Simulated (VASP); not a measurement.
VASP ran on this input.

**INCAR**
```
PREC  =  Accurate
SIGMA  =  0.05
LCHARG  =  F
ISMEAR  =  0
ISIF  =  3
SYSTEM  =  PtS2
IBRION  =  2   ! conjugate gradients
ENCUT  =  400
LMAXMIX  =  6   ! l cut-off of mixed one-centre charges
LASPH  =  T   ! aspherical one-centre terms
EDIFFG  =  -0.02   ! ionic stop
ALGO  =  Normal
LREAL  =  F   ! projection in real space or not
EDIFF  =  1E-6   ! SCF stop (eV)
LWAVE  =  F
NSW  =  60
NELM  =  100   ! most electronic steps
```

POSCAR:
```
PtS2
1
    3.5575298013     0.0000000000     0.0000000000
   -1.7787649007     3.0809111912    -0.0000000000
    0.0000000000    -0.0000000000     4.6508197394
Pt S
1 2
Direct
  0.0000000000   0.0000000000   0.0000000000
  0.6666670000   0.3333330000   0.7449501584
  0.3333330000   0.6666670000   0.2550498416
```

### KPOINTS
```
Automatic mesh
0
Gamma
7 7 5
0 0 0
```

POTCAR, in this order: Pt S (LDA.64 set). Program: vasp_std.

Problem. Translate this LDA calculation to Ansatz.

Solution. One equivalent input (not run):
Ansatz 0.2 input:
```yaml
crystal:
  lattice:
    - [3.5575298, 0.0000000, 0.0000000]
    - [-1.7787649, 3.0809112, 0.0000000]
    - [0.0000000, 0.0000000, 4.6508197]
  atoms:
    - { symbol: Pt, position: [0.0000000, 0.0000000, 0.0000000] }
    - { symbol: S, position: [0.6666670, 0.3333330, 0.7449502] }
    - { symbol: S, position: [0.3333330, 0.6666670, 0.2550498] }
kpoints:
  mp_grid: { grid: [7, 7, 5] }
hamiltonian:
  xc: lda
  pseudopotentials: { kind: paw }
scf:
  occupations: { method: gaussian, width: 0.05 }
  max_iter: 100
relax:
  max_steps: 60
  f_tol: 0.02
  cell: {}
output: { forces: true, stress: true, eigenvalues: true }
```
The two are equivalent in intent, not identical: each code has its own PAW files, so the cut-off isn't converted (ENCUT is set for VASP's; basis.ecutwfc is left out, and Ansatz then takes the one that its files recommend); Ansatz stops its SCF on the density residual and VASP on the energy change (EDIFF); Ansatz's lda is the Perdew-Wang form, while the LDA potentials of VASP carry Perdew-Zunger's.

The structure comes from a computed database's PtS2 entry (P-3m1); how it stands against other phases isn't given here. This run relaxes it. Symmetry was kept, so distortions that lower it aren't found. The start is the result of an earlier pass.
